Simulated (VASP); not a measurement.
Here is the system:

```xyz
6
Lattice="-1.9079 1.9079 4.7957 1.9079 -1.9079 4.7957 1.9079 1.9079 -4.7957" Properties=species:S:1:pos:R:3 pbc="T T T"
Zn     0.0000     0.0000     4.7957
Zn     1.9079     0.0000     2.3979
F      0.0000     0.0000     2.7997
F      1.9079     0.0000     0.4019
F      1.9079     0.0000     4.3938
F      0.0000     0.0000     6.7917
```

Method: PBE GGA, VASP's PBE PAW potentials (set 64) (plane waves; VASP). Run with 400 eV cut-off, 5×5×5 Γ-centred mesh, Gaussian smearing of 0.27 eV, potentials Zn F.

At this cut-off the stress carries a Pulay error, which pulls relaxed volumes low.

### Question
Predict the energy per atom (σ→0), pressure, largest force.

### Answer

The energy per atom (σ→0) is -3.748 eV/atom and the pressure is 10.29 GPa. The largest force is 0.580 eV/Å.

The absolute energy has meaning only against runs of the same code, potentials and settings.

The structure was generated: ZnF2 was put into an ordered model structure, which need not be its known phase. The cell was not relaxed at this level. The k-mesh is coarse (spacing up to 0.47 per Å, 2π included), so the numbers may not be converged in it.
